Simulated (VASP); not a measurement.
## H on Ni(100): which site?

Which site of Ni(100) does H prefer, and what does it do to the work function?

Program: VASP 6.6.1. Level of theory: PBE, spin-polarised from a ferromagnetic start (one magnetic atom a cell); plane waves and PAW (Ni), in the first sound run; inputs show where later runs differ. Results are calculated unless marked as measured.

This is a report of a sequence of runs, with most program output left out.

## 1. Starting point

The structure is cubic, space group Fm-3m (No. 225). Conventional cell: a = 3.520 Å, b = 3.520 Å, c = 3.520 Å, α = 90.00°, β = 90.00°, γ = 90.00°. Nearest to Ni lie 12 Ni at 2.49 Å.

## 2. The bulk reference, job relaxation, k-mesh 19×19×19

The bulk crystal is relaxed first, so that the slabs are cut at this functional's lattice.

INCAR reads:

```
SYSTEM = Ni
PREC = Accurate
ENCUT = 420
EDIFF = 1E-06
NELM = 120
ISMEAR = 1
SIGMA = 0.15
LREAL = .FALSE.
ALGO = Normal
GGA = PE
NBANDS = 12
ISPIN = 2
MAGMOM = 1
LASPH = .TRUE.
LMAXMIX = 4
LORBIT = 11
LWAVE = .FALSE.
LCHARG = .FALSE.
KPAR = 4
IBRION = 2
NSW = 30
ISIF = 3
EDIFFG = -0.01
POTIM = 0.4
```

POSCAR reads:

```
Ni
1.0
    0.0000000000      1.7600000000      1.7600000000
    1.7600000000      0.0000000000      1.7600000000
    1.7600000000      1.7600000000      0.0000000000
Ni
1
Direct
    0.0000000000      0.0000000000      0.0000000000
```

KPOINTS reads:

```
Automatic mesh
0
Gamma
19 19 19
0 0 0
```

Potentials, in the order of the species: Ni (PBE family, release 64).

The run is started by

```
mpirun -np 4 vasp_std
```

It took 27 s on 4 MPI ranks of Intel Xeon Platinum 8259CL at 2.50GHz (Skylake/Cascade Lake), shared host; peak memory 0.55 GiB.

The cell holds one magnetic atom, so no antiferromagnetic order fits into it. The run keeps the 48 symmetry operations of its start, so it cannot find a distortion of lower symmetry.

The steps of the relaxation:

```
step  energy less that of the first step (eV)  largest force (eV/Å)  pressure (GPa)  volume (Å³)
   1                                   0.0000                0.0000           -0.82        10.90
   2                                   0.0000                0.0000            0.69        10.83
   3                                  -0.0001                0.0000           -0.04        10.87
```

| conventional cell, symmetrised | before | after | change |
| --- | --- | --- | --- |
| a (Å) | 3.520 | 3.516 | -0.1 % |
| b (Å) | 3.520 | 3.516 | -0.1 % |
| c (Å) | 3.520 | 3.516 | -0.1 % |
| volume (Å³/atom) | 10.90 | 10.87 | -0.3 % |

The relaxed structure:

```
Ni
1.0
     0.00000    1.75799    1.75799
     1.75799    0.00000    1.75799
     1.75799    1.75799    0.00000
Ni
1
Direct
  0.00000 0.00000 0.00000
```

Numbers from this step:

```yaml
electronic_cycles: 24
electrons: 10
free_energy_toten: -5.469 eV
energy_at_zero_smearing: -5.469 eV
fermi_energy: 9.408 eV
moment_of_the_cell_from_the_last_line_of_the_log: 0.641 μB
metallic: yes
```

Spin moment in the PAW sphere by atom:

| atom | spin moment in the PAW sphere (μB) |
| --- | --- |
| Ni1 | 0.653 |

The run ended after 3 ionic steps, 0.000 eV below its first step, once forces and stress met EDIFFG = -0.01.

Energy at zero smearing: -5.46901 eV.

## 3. The bulk reference, job self-consistent run, k-mesh 23×23×23

INCAR reads:

```
SYSTEM = Ni
PREC = Normal
ENCUT = 320
EDIFF = 1E-06
NELM = 120
ISMEAR = 1
SIGMA = 0.15
LREAL = .FALSE.
ALGO = Fast
GGA = PE
NBANDS = 12
ISPIN = 2
MAGMOM = 1
LASPH = .TRUE.
LMAXMIX = 4
LORBIT = 11
LWAVE = .FALSE.
LCHARG = .FALSE.
KPAR = 4
```

POSCAR reads:

```
Ni
1.0
    0.0000000000      1.7579873651      1.7579873651
    1.7579873651      0.0000000000      1.7579873651
    1.7579873651      1.7579873651      0.0000000000
Ni
1
Direct
    0.0000000000      0.0000000000      0.0000000000
```

KPOINTS reads:

```
Automatic mesh
0
Gamma
23 23 23
0 0 0
```

The run is started by

```
mpirun -np 4 vasp_std
```

Run time: 7.8 s. Hardware: 4 MPI ranks; peak memory 0.52 GiB; 27 s of CPU time.

Numbers from this step:

```yaml
electronic_cycles: 13
free_energy_toten: -5.481 eV
energy_at_zero_smearing: -5.480 eV
fermi_energy: 9.409 eV
moment_of_the_cell_from_the_last_line_of_the_log: 0.6143 μB
```

Energy at zero smearing: -5.48040 eV.

The run ends at a pressure of 0.15 GPa.

## 4. Relaxing the slab

This step: PBE, spin-polarised from a ferromagnetic start; plane waves and PAW (Ni) (VASP 6.6.1).

System of this step: Ni(100). The cell holds 16 atoms: 16 Ni. Its edges and angles: a = 4.972 Å, b = 4.972 Å, c = 20.274 Å, α = 90.0°, β = 90.0°, γ = 90.0°. It derives from Ni. 4 layers of fcc Ni, cut at this functional's lattice. Vacuum lies along c.

The free atoms relax, while those held by selective dynamics keep their cut positions.

INCAR reads:

```
SYSTEM = Ni
PREC = Normal
ENCUT = 320
EDIFF = 1E-05
NELM = 120
ISMEAR = 1
SIGMA = 0.15
LREAL = Auto
ALGO = Fast
GGA = PE
NBANDS = 117
ISPIN = 2
MAGMOM = 1 1 1 1 1 1 1 1 1 1 1 1 1 1 1 1
LASPH = .TRUE.
LMAXMIX = 4
LORBIT = 11
LWAVE = .FALSE.
LCHARG = .FALSE.
KPAR = 2
NCORE = 2
IBRION = 2
NSW = 40
ISIF = 2
EDIFFG = -0.03
POTIM = 0.4
MAXMIX = 40
IDIPOL = 3
LDIPOL = .TRUE.
DIPOL = 0.5 0.5 0.5
```

POSCAR reads:

```
Ni
1.0
    4.9723391484      0.0000000000      0.0000000000
    0.0000000000      4.9723391484      0.0000000000
    0.0000000000      0.0000000000     20.2739620953
Ni
16
Selective dynamics
Direct
    0.2500000000      0.2500000000      0.3699326200  F F F
    0.7500000000      0.2500000000      0.3699326200  F F F
    0.2500000000      0.7500000000      0.3699326200  F F F
    0.7500000000      0.7500000000      0.3699326200  F F F
    0.0000000000      0.0000000000      0.4566442100  F F F
    0.5000000000      0.0000000000      0.4566442100  F F F
    0.0000000000      0.5000000000      0.4566442100  F F F
    0.5000000000      0.5000000000      0.4566442100  F F F
    0.2500000000      0.2500000000      0.5433557900  T T T
    0.7500000000      0.2500000000      0.5433557900  T T T
    0.2500000000      0.7500000000      0.5433557900  T T T
    0.7500000000      0.7500000000      0.5433557900  T T T
    0.0000000000      0.0000000000      0.6300673800  T T T
    0.5000000000      0.0000000000      0.6300673800  T T T
    0.0000000000      0.5000000000      0.6300673800  T T T
    0.5000000000      0.5000000000      0.6300673800  T T T
```

KPOINTS reads:

```
Automatic mesh
0
Gamma
5 5 1
0 0 0
```

The run is started by

```
mpirun -np 4 vasp_std
```

The job ended after 3.2 min (4 MPI ranks; peak memory 1.1 GiB; 12 min of CPU time).

The magnetic state follows from one typed start and may not be the lowest. The run keeps the 8 symmetry operations of its start, so it cannot find a distortion of lower symmetry.

Step by step:

```csv
step,energy less that of the first step (eV),largest force (eV/Å)
1,0.0000,0.3747
2,-0.0262,0.2005
3,-0.0374,0.0159
```

The atoms that moved most (Å):

```
atom     dx     dy      dz  length
Ni12  0.000  0.000   0.031   0.031
Ni11  0.000  0.000   0.031   0.031
Ni10  0.000  0.000   0.031   0.031
 Ni9  0.000  0.000   0.031   0.031
Ni16  0.000  0.000  -0.023   0.023
Ni15  0.000  0.000  -0.023   0.023
Ni14  0.000  0.000  -0.023   0.023
Ni13  0.000  0.000  -0.023   0.023
```

The relaxed structure:

```xyz
16
Lattice="4.9723 0.0000 0.0000 0.0000 4.9723 0.0000 0.0000 0.0000 20.2740" Properties=species:S:1:pos:R:3
Ni    1.2431    1.2431    7.5000
Ni    3.7293    1.2431    7.5000
Ni    1.2431    3.7293    7.5000
Ni    3.7293    3.7293    7.5000
Ni    0.0000    0.0000    9.2580
Ni    2.4862    0.0000    9.2580
Ni    0.0000    2.4862    9.2580
Ni    2.4862    2.4862    9.2580
Ni    1.2431    1.2431   11.0469
Ni    3.7293    1.2431   11.0469
Ni    1.2431    3.7293   11.0469
Ni    3.7293    3.7293   11.0469
Ni    0.0000    0.0000   12.7509
Ni    2.4862    0.0000   12.7509
Ni    0.0000    2.4862   12.7509
Ni    2.4862    2.4862   12.7509
```

This step gave:

```
electronic cycles                                 : 49
electrons                                         : 160
free energy (TOTEN)                               : -80.8097 eV
energy at zero smearing                           : -80.8100 eV
Fermi energy                                      : 0.1372 eV
moment of the cell, from the last line of the log : 11.72 μB
dipole moment                                     : 0, 0, 3.91e-4 e·Å
```

Spin moment in the PAW sphere by atom:

| atom | spin moment in the PAW sphere (μB) |
| --- | --- |
| Ni1 | 0.777 |
| Ni2 | 0.777 |
| Ni3 | 0.777 |
| Ni4 | 0.777 |
| Ni5 | 0.725 |
| Ni6 | 0.725 |
| Ni7 | 0.725 |
| Ni8 | 0.725 |
| Ni9 | 0.726 |
| Ni10 | 0.726 |
| Ni11 | 0.726 |
| Ni12 | 0.726 |
| Ni13 | 0.770 |
| Ni14 | 0.770 |
| Ni15 | 0.770 |
| Ni16 | 0.770 |

The run ended after 3 ionic steps, 0.037 eV below its first step, once the forces on the free atoms met EDIFFG = -0.03.

## 5. Vacuum level and density of states

A static run writes the electrostatic potential without exchange and correlation (LVHAR), which is flat in the vacuum and gives the level to count from. The dipole correction cancels the field that unlike faces would set up across the vacuum.

Edit INCAR of step 4 so:

```diff
@@ -3,3 +3,3 @@
 ENCUT = 320
-EDIFF = 1E-05
+EDIFF = 1E-06
 NELM = 120
@@ -20,8 +20,2 @@
 NCORE = 2
-IBRION = 2
-NSW = 40
-ISIF = 2
-EDIFFG = -0.03
-POTIM = 0.4
-MAXMIX = 40
 IDIPOL = 3
@@ -29 +23,4 @@
 DIPOL = 0.5 0.5 0.5
+LVHAR = .TRUE.
+LVACPOTAV = .TRUE.
+NEDOS = 1500
```

POSCAR reads:

```
Ni
1.0
    4.9723391484      0.0000000000      0.0000000000
    0.0000000000      4.9723391484      0.0000000000
    0.0000000000      0.0000000000     20.2739620953
Ni
16
Selective dynamics
Direct
    0.2500000000      0.2500000000      0.3699326200  F F F
    0.7500000000      0.2500000000      0.3699326200  F F F
    0.2500000000      0.7500000000      0.3699326200  F F F
    0.7500000000      0.7500000000      0.3699326200  F F F
    0.0000000000      0.0000000000      0.4566442100  F F F
    0.5000000000      0.0000000000      0.4566442100  F F F
    0.0000000000      0.5000000000      0.4566442100  F F F
    0.5000000000      0.5000000000      0.4566442100  F F F
    0.2500000000      0.2500000000      0.5448814622  T T T
    0.7500000000      0.2500000000      0.5448814622  T T T
    0.2500000000      0.7500000000      0.5448814622  T T T
    0.7500000000      0.7500000000      0.5448814622  T T T
    0.0000000000      0.0000000000      0.6289298139  T T T
    0.5000000000      0.0000000000      0.6289298139  T T T
    0.0000000000      0.5000000000      0.6289298139  T T T
    0.5000000000      0.5000000000      0.6289298139  T T T
```

KPOINTS is that of step 4.

The run is started by

```
mpirun -np 4 vasp_std
```

It took 2.8 min on 4 MPI ranks; peak memory 1 GiB; 11 min of CPU time.

Numbers from this step:

```yaml
electronic_cycles: 42
fermi_energy: 0.1371 eV
dipole_moment: 0, 0, 2.89e-4 e·Å
vacuum_levels: 5.035, 5.033 eV
work_functions_of_the_upper_and_lower_face: 4.898, 4.896 eV
```

Zero at the Fermi level. Planar average of the electrostatic potential against height:

height (Å), planar average of the electrostatic potential (eV) and a bar from the least value:
```
      0.0        4.9 ##############################
      0.5        4.9 ##############################
      1.0        4.9 ##############################
      1.5        4.9 ##############################
      2.0        4.9 ##############################
      2.5        4.9 ##############################
      3.0        4.9 ##############################
      3.5        4.9 ##############################
      4.0        4.9 ##############################
      4.5        4.9 ##############################
      5.0        4.8 ##############################
      5.5        4.7 ##############################
      6.0        4.0 #############################
      6.5        1.9 ##########################
      7.0       -6.7 ##############
      7.5      -17.2 
      8.0       -7.1 ##############
      8.5       -2.6 ####################
      9.0      -14.1 ####
      9.5      -14.4 ####
     10.0       -2.7 ####################
     10.5       -6.1 ###############
     11.0      -17.3 
     11.5       -8.8 ############
     12.0       -3.0 ###################
     12.5      -14.2 ####
     13.0      -14.0 ####
     13.5       -1.1 ######################
     14.0        3.3 ############################
     14.5        4.4 #############################
     15.0        4.8 ##############################
     15.5        4.9 ##############################
     16.0        4.9 ##############################
     16.5        4.9 ##############################
     17.0        4.9 ##############################
     17.5        4.9 ##############################
     18.0        4.9 ##############################
     18.5        4.9 ##############################
     19.0        4.9 ##############################
     19.5        4.9 ##############################
     20.0        4.9 ##############################
```

Density of states in the PAW spheres, an atom over height of the layer and energy from the Fermi level.

Ten even steps from '_' (0.02 states/eV) to '@' (3.80 states/eV), each cell a mean:
```
::::::::
++----++
++====++
@@%%##@@
@@**++@@
##****##
**++++**
++****++
--====--
--++++--
::====::
..--==..
__..::..
__....__
________
________
________
________
________
________
________
________
```
Columns: height of the layer (Å) from 7.5 to 12.8; rows upwards: energy from the Fermi level (eV) from -7.9 to 0.5.

Force by atom:

| atom | x (eV/Å) | y (eV/Å) | z (eV/Å) | size |
| --- | --- | --- | --- | --- |
| Ni1 | 0.000 | 0.000 | 0.291 | 0.291 |
| Ni2 | 0.000 | 0.000 | 0.291 | 0.291 |
| Ni3 | 0.000 | 0.000 | 0.291 | 0.291 |
| Ni4 | 0.000 | 0.000 | 0.291 | 0.291 |
| Ni5 | 0.000 | 0.000 | -0.273 | 0.273 |
| Ni6 | 0.000 | 0.000 | -0.273 | 0.273 |
| Ni7 | 0.000 | 0.000 | -0.273 | 0.273 |
| Ni8 | 0.000 | 0.000 | -0.273 | 0.273 |
| Ni9 | 0.000 | 0.000 | -0.001 | 0.001 |
| Ni10 | 0.000 | 0.000 | -0.001 | 0.001 |
| Ni11 | 0.000 | 0.000 | -0.001 | 0.001 |
| Ni12 | 0.000 | 0.000 | -0.001 | 0.001 |
| Ni13 | 0.000 | 0.000 | -0.018 | 0.018 |
| Ni14 | 0.000 | 0.000 | -0.018 | 0.018 |
| Ni15 | 0.000 | 0.000 | -0.018 | 0.018 |
| Ni16 | 0.000 | 0.000 | -0.018 | 0.018 |

The map of layer states is cut here 0.5 eV above the Fermi level, so it leaves out the states above that.

The vacuum level lies 4.90 eV above the Fermi level at the upper face; both faces agree, as the slab has next to no dipole.

The program found no field-free point at its default tolerance, and its printed vacuum level lies off the flat part of the planar average, by -0.02 eV at the upper face; the levels here are read from the flat part.

On this mesh the fine structure of the density of states is sampling noise, and high empty states may be cut by the number of bands.

## 6. Relaxing the atoms

This step: PBE; plane waves and PAW (H) (VASP 6.6.1).

System of this step: H2. The cell holds 2 atoms: 2 H. Its edges and angles: a = 11.000 Å, b = 11.500 Å, c = 13.000 Å, α = 90.0°, β = 90.0°, γ = 90.0°. Vacuum lies along a, b and c.

The reference for H is the H2 molecule, relaxed in a box at the cutoff of the large cell.

INCAR reads:

```
SYSTEM = H
PREC = Normal
ENCUT = 320
EDIFF = 1E-05
NELM = 120
ISMEAR = 0
SIGMA = 0.01
LREAL = .FALSE.
ALGO = Fast
GGA = PE
NBANDS = 7
LORBIT = 11
LWAVE = .FALSE.
LCHARG = .FALSE.
NCORE = 4
LASPH = .TRUE.
IBRION = 2
NSW = 20
ISIF = 2
EDIFFG = -0.03
POTIM = 0.4
MAXMIX = 40
ISYM = 0
```

POSCAR reads:

```
H
1.0
   11.0000000000      0.0000000000      0.0000000000
    0.0000000000     11.5000000000      0.0000000000
    0.0000000000      0.0000000000     13.0000000000
H
2
Direct
    0.5000000000      0.5000000000      0.4715384600
    0.5000000000      0.5000000000      0.5284615400
```

KPOINTS reads:

```
Automatic mesh
0
Gamma
1 1 1
0 0 0
```

The projector-augmented-wave data sets are H (PBE family, release 64).

The run is started by

```
mpirun -np 4 vasp_gam
```

It took 6.8 s on 4 MPI ranks; peak memory 0.72 GiB.

Step by step:

```csv
step,energy less that of the first step (eV),largest force (eV/Å)
1,0.0000,0.3745
2,0.0032,0.5668
3,-0.0020,0.0006
```

Final coordinates:

```cif
data_structure
_symmetry_space_group_name_H-M 'P 1'
_symmetry_Int_Tables_number 1
_cell_length_a 11.0000
_cell_length_b 11.5000
_cell_length_c 13.0000
_cell_angle_alpha 90.000
_cell_angle_beta 90.000
_cell_angle_gamma 90.000
_cell_volume 1644.50
loop_
_atom_site_label
_atom_site_type_symbol
_atom_site_fract_x
_atom_site_fract_y
_atom_site_fract_z
_atom_site_occupancy
H1 H 0.50000 0.50000 0.47112 1
H2 H 0.50000 0.50000 0.52888 1
```

This step gave:

| Item | Value |
| --- | --- |
| electronic cycles | 27 |
| electrons | 2 |
| free energy (TOTEN) | -6.735 eV |
| gap between the highest filled and lowest empty level | 10.16 eV |

The run ended after 3 ionic steps, 0.002 eV below its first step, once the forces on the free atoms met EDIFFG = -0.03.

Energy at zero smearing: -6.73530 eV.

## 7. Relaxing the adsorbate, site ontop

This step: PBE, spin-polarised from a ferromagnetic start; plane waves and PAW (Ni, H) (VASP 6.6.1).

System of this step: Ni16H (Ni(100)). The cell holds 17 atoms: 16 Ni and 1 H. Cell: a = 4.972 Å, b = 4.972 Å, c = 20.274 Å, α = 90.0°, β = 90.0°, γ = 90.0°. It derives from Ni. H over the ontop site of Ni(100). Vacuum lies along c.

The adsorbate starts over a high-symmetry site, and it relaxes with the upper layers within that symmetry.

INCAR reads:

```
SYSTEM = Ni16H
PREC = Normal
ENCUT = 320
EDIFF = 1E-05
NELM = 120
ISMEAR = 1
SIGMA = 0.15
LREAL = Auto
ALGO = Fast
GGA = PE
NBANDS = 118
ISPIN = 2
MAGMOM = 1 1 1 1 1 1 1 1 1 1 1 1 1 1 1 1 0
LASPH = .TRUE.
LMAXMIX = 4
LORBIT = 11
LWAVE = .FALSE.
LCHARG = .FALSE.
KPAR = 2
NCORE = 2
IBRION = 2
NSW = 50
ISIF = 2
EDIFFG = -0.03
POTIM = 0.4
MAXMIX = 40
IDIPOL = 3
LDIPOL = .TRUE.
DIPOL = 0.5 0.5 0.512
```

POSCAR reads:

```
Ni16H
1.0
    4.9723391484      0.0000000000      0.0000000000
    0.0000000000      4.9723391484      0.0000000000
    0.0000000000      0.0000000000     20.2739620953
Ni H
16 1
Selective dynamics
Direct
    0.2500000000      0.2500000000      0.3699326200  F F F
    0.7500000000      0.2500000000      0.3699326200  F F F
    0.2500000000      0.7500000000      0.3699326200  F F F
    0.7500000000      0.7500000000      0.3699326200  F F F
    0.0000000000      0.0000000000      0.4566442100  F F F
    0.5000000000      0.0000000000      0.4566442100  F F F
    0.0000000000      0.5000000000      0.4566442100  F F F
    0.5000000000      0.5000000000      0.4566442100  F F F
    0.2500000000      0.2500000000      0.5448814600  T T T
    0.7500000000      0.2500000000      0.5448814600  T T T
    0.2500000000      0.7500000000      0.5448814600  T T T
    0.7500000000      0.7500000000      0.5448814600  T T T
    0.0000000000      0.0000000000      0.6289298100  T T T
    0.5000000000      0.0000000000      0.6289298100  T T T
    0.0000000000      0.5000000000      0.6289298100  T T T
    0.5000000000      0.5000000000      0.6289298100  T T T
    0.0000000000      0.0000000000      0.7053825600  T T T
```

KPOINTS reads:

```
Automatic mesh
0
Gamma
5 5 1
0 0 0
```

PAW data sets: Ni and H (PBE family, release 64).

The run is started by

```
mpirun -np 4 vasp_std
```

Wall time 6.9 min (4 MPI ranks); peak memory 1.1 GiB; 27 min of CPU time.

The steps of the relaxation:

```
step  energy less that of the first step (eV)  largest force (eV/Å)
   1                                   0.0000                0.9035
   2                                  -0.0336                0.1173
   3                                  -0.0338                0.0792
   4                                  -0.0337                0.0800
   5                                  -0.0344                0.0742
   6                                  -0.0355                0.0504
   7                                  -0.0356                0.0417
   8                                  -0.0356                0.0439
   9                                  -0.0356                0.0432
  10                                  -0.0359                0.0409
  11                                  -0.0359                0.0518
  12                                  -0.0361                0.0175
```

The atoms that moved most (Å):

```csv
atom,dx,dy,dz,length
H17,0.000,0.000,-0.057,0.057
Ni16,0.000,0.000,-0.020,0.020
Ni13,0.000,0.000,0.017,0.017
Ni14,0.000,0.000,0.011,0.011
Ni15,0.000,0.000,0.011,0.011
Ni9,0.001,0.001,-0.007,0.007
Ni11,0.001,-0.001,-0.007,0.007
Ni10,-0.001,0.001,-0.007,0.007
```

The relaxed structure:

```
Ni H
1.0
     4.97234    0.00000    0.00000
     0.00000    4.97234    0.00000
     0.00000    0.00000   20.27396
Ni H
16 1
Direct
  0.25000 0.25000 0.36993
  0.75000 0.25000 0.36993
  0.25000 0.75000 0.36993
  0.75000 0.75000 0.36993
  0.00000 0.00000 0.45664
  0.50000 0.00000 0.45664
  0.00000 0.50000 0.45664
  0.50000 0.50000 0.45664
  0.25029 0.25029 0.54455
  0.74971 0.25029 0.54455
  0.25029 0.74971 0.54455
  0.74971 0.74971 0.54455
  0.00000 0.00000 0.62977
  0.50000 0.00000 0.62945
  0.00000 0.50000 0.62945
  0.50000 0.50000 0.62792
  0.00000 0.00000 0.70259
```

Numbers from this step:

```yaml
electronic_cycles: 100
electrons: 161
free_energy_toten: -84.1562 eV
energy_at_zero_smearing: -84.1576 eV
fermi_energy: 0.0483 eV
moment_of_the_cell_from_the_last_line_of_the_log: 10.95 μB
dipole_moment: 0, 0, 0.03981 e·Å
```

Spin moment in the PAW sphere by atom:

```csv
atom,spin moment in the PAW sphere (μB)
Ni1,0.759
Ni2,0.759
Ni3,0.759
Ni4,0.759
Ni5,0.716
Ni6,0.682
Ni7,0.682
Ni8,0.738
Ni9,0.686
Ni10,0.686
Ni11,0.686
Ni12,0.686
Ni13,0.372
Ni14,0.736
Ni15,0.736
Ni16,0.773
H17,-0.009
```

The run ended after 12 ionic steps, 0.036 eV below its first step, once the forces on the free atoms met EDIFFG = -0.03.

VASP counts the dipole in electrons times Å, so a positive number points the physical dipole along −c.

(Part 1 of 2 ends here.)

[Lines on the potential files, build, host, timing and source positions are cut from VASP's logs without a mark.]

[Logs are printed without paths, hosts, clocks, repeated set-up lines and the standing remarks that a program may print on its own settings, such as how far it seeks lower states.]

[Hosts, paths, dates, database ids (printed as entryN), source tags and the programs' standing remarks are cut or masked in the printed files.]

[Runs that stopped without an error message from VASP are left out.]
